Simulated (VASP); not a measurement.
# XPS shifts in Cu3Os2

Aim: how the core levels of Cu3Os2 differ from atom to atom, with and without the screening of the hole.

Calculated with VASP 6.6.1; PBE; plane waves and PAW (Os, Cu), in the first sound run; inputs show where later runs differ.

Most raw output is cut from this account.

### 1. Set-up

The cell holds 20 atoms: 8 Os and 12 Cu. Cell: a = 5.134 Å, b = 5.134 Å, c = 22.383 Å, α = 90.0°, β = 90.0°, γ = 60.0°. It derives from Cu. Overlayer: added Os, how one layer, both faces. Regions: layer 1, 4 atoms (4 Os); layer 2, 4 atoms (4 Cu); layer 3, 4 atoms (4 Cu); other layers, 8 atoms (4 Cu and 4 Os). Vacuum lies along c.

### 2. Relaxation

The free atoms are relaxed first inside the given cell, which is kept (ISIF = 0), since core levels depend on the positions.

INCAR

```
SYSTEM = Cu3Os2
PREC = Normal
ENCUT = 330
EDIFF = 1E-05
NELM = 100
ISMEAR = 0
SIGMA = 0.1
LREAL = Auto
ALGO = Fast
GGA = PE
NBANDS = 121
LASPH = .TRUE.
LWAVE = .FALSE.
LCHARG = .FALSE.
KPAR = 2
NCORE = 4
IBRION = 2
NSW = 50
ISIF = 0
EDIFFG = -0.05
```

POSCAR

```
Cu3Os2
1.0
    5.1335952314      0.0000000000      0.0000000000
    2.5667976157      4.4458238832      0.0000000000
    0.0000000000      0.0000000000     22.3831259086
Os Cu
8 12
Selective dynamics
Direct
    0.0000000000      0.0000000000      0.6872644140  T T T
    0.5000000000      0.0000000000      0.6872644140  T T T
    0.0000000000      0.5000000000      0.6872644140  T T T
    0.5000000000      0.5000000000      0.6872644140  T T T
    0.8333333330      0.3333333330      0.3127355860  T T T
    0.3333333330      0.3333333330      0.3127355860  T T T
    0.8333333330      0.8333333330      0.3127355860  T T T
    0.3333333330      0.8333333330      0.3127355860  T T T
    0.8333333330      0.3333333330      0.5936322070  T T T
    0.3333333330      0.3333333330      0.5936322070  T T T
    0.8333333330      0.8333333330      0.5936322070  T T T
    0.3333333330      0.8333333330      0.5936322070  T T T
    0.1666666670      0.1666666670      0.5000000000  F F F
    0.6666666670      0.1666666670      0.5000000000  F F F
    0.1666666670      0.6666666670      0.5000000000  F F F
    0.6666666670      0.6666666670      0.5000000000  F F F
    0.0000000000      0.0000000000      0.4063677930  T T T
    0.5000000000      0.0000000000      0.4063677930  T T T
    0.0000000000      0.5000000000      0.4063677930  T T T
    0.5000000000      0.5000000000      0.4063677930  T T T
```

KPOINTS

```
Automatic mesh
0
Gamma
4 4 1
0 0 0
```

Potentials, in the order of the species: Os and Cu (PBE family, release 64).

Command:

```sh
> mpirun -np 8 vasp_std
```

Run time: 1.8 min. Hardware: 8 MPI ranks of Intel Xeon Platinum 8375C at 2.90GHz (Ice Lake), shared host; peak memory 1.4 GiB; 14 min of CPU time.

The run keeps the 12 symmetry operations of its start, so it cannot find a distortion of lower symmetry.

The steps of the relaxation:

| step | energy less that of the first step (eV) | largest force (eV/Å) |
| --- | --- | --- |
| 1 | 0.0000 | 0.8631 |
| 2 | -0.2855 | 0.2662 |
| 3 | -0.3005 | 0.1448 |
| 4 | -0.3134 | 0.1239 |
| 5 | -0.3442 | 0.0898 |
| 6 | -0.3736 | 0.0240 |

The atoms that moved most (Å):

| atom | dx | dy | dz | length |
| --- | --- | --- | --- | --- |
| Os5 | 0.000 | 0.000 | -0.126 | 0.126 |
| Os6 | 0.000 | 0.000 | -0.126 | 0.126 |
| Os7 | 0.000 | 0.000 | -0.126 | 0.126 |
| Os8 | 0.000 | 0.000 | -0.126 | 0.126 |
| Os1 | 0.000 | 0.000 | 0.126 | 0.126 |
| Os2 | 0.000 | 0.000 | 0.126 | 0.126 |
| Os3 | 0.000 | 0.000 | 0.126 | 0.126 |
| Os4 | 0.000 | 0.000 | 0.126 | 0.126 |

Final coordinates:

```xyz
20
Lattice="5.1336 0.0000 0.0000 2.5668 4.4458 0.0000 0.0000 0.0000 22.3831" Properties=species:S:1:pos:R:3
Os    0.0000    0.0000   15.5094
Os    2.5668    0.0000   15.5094
Os    1.2834    2.2229   15.5094
Os    3.8502    2.2229   15.5094
Os    5.1336    1.4819    6.8737
Os    2.5668    1.4819    6.8737
Os    6.4170    3.7049    6.8737
Os    3.8502    3.7049    6.8737
Cu    5.1336    1.4819   13.3044
Cu    2.5668    1.4819   13.3044
Cu    6.4170    3.7049   13.3044
Cu    3.8502    3.7049   13.3044
Cu    1.2834    0.7410   11.1916
Cu    3.8502    0.7410   11.1916
Cu    2.5668    2.9639   11.1916
Cu    5.1336    2.9639   11.1916
Cu    0.0000    0.0000    9.0788
Cu    2.5668    0.0000    9.0788
Cu    1.2834    2.2229    9.0788
Cu    3.8502    2.2229    9.0788
```

This step gave:

- free energy (TOTEN): -121.8135 eV
- energy at zero smearing: -121.7307 eV
- Fermi energy: 1.280 eV

The forces on the free atoms are under 0.05 eV/Å.

### 3. Initial state

The cell without a hole gives, with ICORELEVEL = 1, the Kohn-Sham core levels of the initial state.

INCAR

```
SYSTEM = Cu3Os2
PREC = Normal
ENCUT = 330
EDIFF = 1E-05
NELM = 120
ISMEAR = 0
SIGMA = 0.1
LREAL = Auto
ALGO = Fast
GGA = PE
NBANDS = 121
LASPH = .TRUE.
LORBIT = 11
LWAVE = .FALSE.
LCHARG = .FALSE.
KPAR = 2
NCORE = 4
ICORELEVEL = 1
ISIF = 0
LVHAR = .TRUE.
```

POSCAR

```
Cu3Os2
1.0
    5.1335952314      0.0000000000      0.0000000000
    2.5667976157      4.4458238832      0.0000000000
    0.0000000000      0.0000000000     22.3831259086
Os Cu
8 12
Direct
    0.0000000000      0.0000000000      0.6929055323
    0.5000000000      0.0000000000      0.6929055323
    0.0000000000      0.5000000000      0.6929055323
    0.5000000000      0.5000000000      0.6929055323
    0.8333333330      0.3333333330      0.3070944677
    0.3333333330      0.3333333330      0.3070944677
    0.8333333330      0.8333333330      0.3070944677
    0.3333333330      0.8333333330      0.3070944677
    0.8333333330      0.3333333330      0.5943925810
    0.3333333330      0.3333333330      0.5943925810
    0.8333333330      0.8333333330      0.5943925810
    0.3333333330      0.8333333330      0.5943925810
    0.1666666670      0.1666666670      0.5000000000
    0.6666666670      0.1666666670      0.5000000000
    0.1666666670      0.6666666670      0.5000000000
    0.6666666670      0.6666666670      0.5000000000
    0.0000000000      0.0000000000      0.4056074190
    0.5000000000      0.0000000000      0.4056074190
    0.0000000000      0.5000000000      0.4056074190
    0.5000000000      0.5000000000      0.4056074190
```

KPOINTS

```
Automatic mesh
0
Gamma
5 5 1
0 0 0
```

Command:

```sh
> mpirun -np 8 vasp_std
```

Wall time 55 s (8 MPI ranks); peak memory 1.4 GiB.

These are scalar-relativistic Kohn-Sham levels of the ground state, with no core hole, so they are not binding energies.

Numbers from this step:

| Item | Value |
| --- | --- |
| free energy (TOTEN) | -123.1001 eV |
| energy at zero smearing | -123.0658 eV |
| Fermi energy | 1.319 eV |

The two shallowest core shells; atoms whose shallowest level rounds to another's at 0.01 eV are left out. Core levels, by row:

| atom | shell | level below the Fermi level (eV) |
| --- | --- | --- |
| Os1 | 4f | 47.02 |
| Os1 | 5p | 45.71 |
| Cu9 | 3s | 112.7 |
| Cu9 | 3p | 70.04 |
| Cu13 | 3s | 112.6 |
| Cu13 | 3p | 69.94 |

### 4. Core hole, atom Os4, shell 4f

This step: final-state core hole with the electron kept at the Fermi level, PBE; plane waves and PAW (Os, Os, Cu) (VASP 6.6.1).

A core electron of Os4 (4f) is moved to the Fermi level; this atom comes first in POSCAR as a species of its own.

Edit INCAR of step 3 so:

```diff
@@ -12,3 +12,2 @@
 LASPH = .TRUE.
-LORBIT = 11
 LWAVE = .FALSE.
@@ -17,4 +16,7 @@
 NCORE = 4
-ICORELEVEL = 1
+ICORELEVEL = 2
+CLNT = 1
+CLN = 4
+CLL = 3
+CLZ = 1
 ISIF = 0
-LVHAR = .TRUE.
```

Edit POSCAR of step 3 so:

```diff
@@ -5,5 +5,6 @@
     0.0000000000      0.0000000000     22.3831259086
-Os Cu
-8 12
+Os Os Cu
+1 7 12
 Direct
+    0.5000000000      0.5000000000      0.6929055323
     0.0000000000      0.0000000000      0.6929055323
@@ -11,3 +12,2 @@
     0.0000000000      0.5000000000      0.6929055323
-    0.5000000000      0.5000000000      0.6929055323
     0.8333333330      0.3333333330      0.3070944677
```

KPOINTS is that of step 3.

The projector-augmented-wave data sets are Os, Os and Cu (PBE family, release 64).

Command:

```sh
> mpirun -np 8 vasp_std
```

Wall time 95 s (8 MPI ranks); peak memory 1.4 GiB.

This run has no spin polarisation.

This step gave:

```
free energy (TOTEN)     : -194.8438 eV
energy at zero smearing : -194.8095 eV
Fermi energy            : 1.27 eV
```

This is the reference for holes on Os.

### 5. Core hole, atom Os3, shell 4f

The same hole on the next atom.

INCAR is that of step 4.

Edit POSCAR of step 4 so:

```diff
@@ -8,6 +8,6 @@
 Direct
-    0.5000000000      0.5000000000      0.6929055323
+    0.0000000000      0.5000000000      0.6929055323
     0.0000000000      0.0000000000      0.6929055323
     0.5000000000      0.0000000000      0.6929055323
-    0.0000000000      0.5000000000      0.6929055323
+    0.5000000000      0.5000000000      0.6929055323
     0.8333333330      0.3333333330      0.3070944677
```

KPOINTS is that of step 4.

Command:

```sh
> mpirun -np 8 vasp_std
```

Wall time 91 s (8 MPI ranks); peak memory 1.4 GiB.

Against the hole on Os4 the energy differs by +0.00 eV.

### 6. Core hole, atom Cu9, shell 2p

This step: final-state core hole with the electron kept at the Fermi level, PBE; plane waves and PAW (Cu, Os, Cu) (VASP 6.6.1).

System of this step: Cu3Os2. The cell holds 20 atoms: 12 Cu and 8 Os. Cell: a = 5.134 Å, b = 5.134 Å, c = 22.383 Å, α = 90.0°, β = 90.0°, γ = 60.0°. It derives from Cu. Overlayer: added Os, how one layer, both faces. Vacuum lies along c.

A core electron of Cu9 (2p) is moved to the Fermi level; this atom comes first in POSCAR as a species of its own.

Edit INCAR of step 5 so:

```diff
@@ -18,4 +18,4 @@
 CLNT = 1
-CLN = 4
-CLL = 3
+CLN = 2
+CLL = 1
 CLZ = 1
```

Edit POSCAR of step 5 so:

```diff
@@ -5,8 +5,9 @@
     0.0000000000      0.0000000000     22.3831259086
-Os Os Cu
-1 7 12
+Cu Os Cu
+1 8 11
 Direct
-    0.0000000000      0.5000000000      0.6929055323
+    0.8333333330      0.3333333330      0.5943925810
     0.0000000000      0.0000000000      0.6929055323
     0.5000000000      0.0000000000      0.6929055323
+    0.0000000000      0.5000000000      0.6929055323
     0.5000000000      0.5000000000      0.6929055323
@@ -16,3 +17,2 @@
     0.3333333330      0.8333333330      0.3070944677
-    0.8333333330      0.3333333330      0.5943925810
     0.3333333330      0.3333333330      0.5943925810
```

KPOINTS is that of step 5.

Potentials, in the order of the species: Cu, Os and Cu (PBE family, release 64).

Command:

```sh
> mpirun -np 8 vasp_std
```

It took 59 s on 8 MPI ranks; peak memory 1.4 GiB; 7.7 min of CPU time.

This is the reference for holes on Cu.

### 7. Core hole, atom Cu13, shell 2p

INCAR is that of step 6.

Edit POSCAR of step 6 so:

```diff
@@ -8,3 +8,3 @@
 Direct
-    0.8333333330      0.3333333330      0.5943925810
+    0.1666666670      0.1666666670      0.5000000000
     0.0000000000      0.0000000000      0.6929055323
@@ -17,2 +17,3 @@
     0.3333333330      0.8333333330      0.3070944677
+    0.8333333330      0.3333333330      0.5943925810
     0.3333333330      0.3333333330      0.5943925810
@@ -20,3 +21,2 @@
     0.3333333330      0.8333333330      0.5943925810
-    0.1666666670      0.1666666670      0.5000000000
     0.6666666670      0.1666666670      0.5000000000
```

KPOINTS is that of step 6.

Command:

```sh
> mpirun -np 8 vasp_std
```

The job ended after 50 s (8 MPI ranks; peak memory 1.4 GiB; 6.5 min of CPU time).

Against the hole on Cu9 the energy differs by +0.08 eV.

### 8. Summary

This step: core-level shifts, PBE; plane waves and PAW (VASP 6.6.1).

No new run; the numbers come from the runs before.

A positive shift is a higher binding energy. Cost is wall time times ranks on a shared host. Core-level shifts:

| atom | region | shell | Kohn-Sham level below the Fermi level (eV) | initial-state shift (eV) | final-state shift (eV) | shifts are from | cost (core minutes) |
| --- | --- | --- | --- | --- | --- | --- | --- |
| Os4 | layer 1 | 4f | 47.02 | 0 | 0 | Os4 | 12.67 |
| Os3 | layer 1 | 4f | 47.02 | 0 | -2.33e-5 | Os4 | 12.13 |
| Cu9 | layer 2 | 2p | 915.6 | 0 | 0 | Cu9 | 7.87 |
| Cu13 | layer 3 | 2p | 915.5 | -0.0836 | 0.08241 | Cu9 | 6.67 |

### 9. What came out

- Cu13 2p (layer 3), from Cu9: initial state -0.08 eV, final state +0.08 eV

In words: Against Cu9, Cu13 is shifted by -0.08 eV in the initial state and by +0.08 eV with the hole, a change of sign (energies extrapolated to zero smearing). Os3 has the level of the reference atom in both states, as equivalent sites do. Only these atoms were given a hole, so other sites aren't ranked. The difference of the two pictures holds the screening of the hole, but also the cell's limits: holes repeat 5.1 Å apart, and the electron from the core stays in the cell, where it moves the Fermi energy by -0.05 to +0.08 eV; that is about as much as the final-state shift of Cu13, or more, so there size and sign aren't settled. Cell size, mesh and smearing weren't varied between the hole runs, and no dipole correction was applied to the slab. The other core electrons are frozen, spin-orbit splitting and multiplets are absent, and only shifts between atoms of one element are meaningful. Not tabulated here, as repeats of values shown or as unfit to read for their mesh, reference level or band range: core levels (core hole).

[Lines on the potential files, build, host, timing and source positions are cut from VASP's logs without a mark.]

[Logs are printed without paths, hosts, clocks, repeated set-up lines and the standing remarks that a program may print on its own settings, such as how far it seeks lower states.]

[Hosts, paths, dates, database ids (printed as entryN), source tags and the programs' standing remarks are cut or masked in the printed files.]
